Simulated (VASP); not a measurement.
Consider the following.

```yaml
crystal:
  lattice:
    - [1.73559, 1.00204, 4.51417]
    - [-1.73559, 1.00204, 4.51417]
    - [0.00000, -2.00409, 4.51417]
  atoms:
    - { symbol: Mg, position: [0.00000, 0.00000, 0.00000] }
    - { symbol: Sn, position: [0.50000, 0.50000, 0.50000] }
```

Method: PBEsol GGA, VASP's PBE PAW potentials (set 64) (plane waves; VASP). Run with 400 eV cut-off, Gaussian smearing of 0.050 eV, potentials Mg Sn_d.

Task: Give the energies of bands 6 to 11 at the high-symmetry points, in eV from the Fermi level.

Result: 
```tsv
band	Γ	T	H2	L	S0	F
6	-10.28	-9.49	-5.92	-6.73	-5.86	-6.43
7	-2.48	-6.25	-3.01	-4.64	-3.01	-4.19
8	-0.84	5.13	-2.50	-0.57	-2.74	-2.18
9	5.52	5.13	-1.91	0.96	-1.14	-0.17
10	5.52	6.49	2.50	2.71	0.90	2.00
11	9.08	8.38	2.74	5.09	4.28	4.71
```

It has no gap at this level: it comes out as a metal or semimetal.

The structure comes from a computed database's MgSn entry (R-3m); how it stands against other phases isn't given here. It was relaxed first.
